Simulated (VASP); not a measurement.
Runs of VASP 6.6.1 on GeSe (Germanium monoselenide). The cell holds a molecule in a box, 2 atoms: a = 9.000 Å, b = 9.000 Å, c = 12.000 Å, α = 90.00°, β = 90.00°, γ = 90.00°. 

| task | level | grid for exact exchange (PRECFOCK) | exchange at q = 0 | screening parameter | gap on the mesh (eV) | largest force (eV/Å) |
| --- | --- | --- | --- | --- | --- | --- |
| single point | BLYP+D4 | - | - | - | 3.37 | 1.00 |
| atomic charges | PBE+TS | - | - | - | 3.44 | 0.55 |
| single point | r2SCAN+D4 | - | - | - | 3.77 | - |
| single point | PBE | - | - | - | 3.44 | 0.55 |
| electron localisation function | PBE | - | - | - | 3.44 | 0.55 |
| single point | r2SCAN0+D4 | Normal | truncated | - | (b) | 0.44 |
| single point | HSE06+D4 | Fast | - | 0.2 1/A | 4.38 | 0.11 |
| single point | PBE0+D3(BJ) | Normal | default | - | (a) | 0.12 |

Alike in all rows: potentials or basis VASP PAW PBE potentials, release 64 (Ge_d, Se); no spin polarisation; cell as given; k mesh 1 × 1 × 1; cutoff (eV) 520; smearing gaussian 0.01 eV.

**Question.** Fill in the values left out.

**Answer.** (a) 5.15; (b) 5.34.

Caveats: the PAW data sets were made with another functional, which shifts forces and pressure a little (some runs).

A k mesh can miss the band edges, and the runs leave out spin-orbit coupling on Ge, Se.

Not every run made on this cell is shown here.
